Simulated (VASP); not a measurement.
Mg, 2 atoms in the cell. Symmetry: P6_3/mmc, No. 194, hexagonal system. The conventional cell has a = 3.209 Å, b = 3.209 Å, c = 5.210 Å, α = 90.00°, β = 90.00°, γ = 120.00°. Mg (site symmetry -6m2) has 12 Mg at 3.20 to 3.21 Å as nearest neighbours. 

| Quantity | Value |
| --- | --- |
| Program | VASP 6.6.1 |
| Task | relaxation of cell and atoms |
| Functional | PBEsol |
| Potentials or basis | VASP PAW PBE potentials, release 64 (Mg) |
| Cutoff | 600 eV |
| k mesh | 15 × 15 × 7 |
| Occupations | methfessel-paxton, width 0.1 eV |
| Spin | no spin polarisation |
| Further INCAR settings | ALGO = Normal; EDIFF = 1e-06; IBRION = 2; EDIFFG = -0.01; NSW = 90; ISIF = 3 |

Potentials or basis: VASP PAW PBE potentials, release 64 (Mg).

The run is started by

```bash
$ cat potpaw_PBE.64/Mg/POTCAR > POTCAR
$ mpirun -np 1 vasp_std > vasp.out
```

Hardware: 1 thread of Intel(R) Xeon(R) Platinum 8259CL CPU @ 2.50GHz (Skylake/Cascade Lake) (shared host).

Question: How long does it take, and how much memory?

Answer: It took 75 s on 1 thread of Intel(R) Xeon(R) Platinum 8259CL CPU @ 2.50GHz (Skylake/Cascade Lake), with other jobs on the host, peak memory 0.2 GiB. Counts: scf iterations 31, k points 108, ion steps 8.
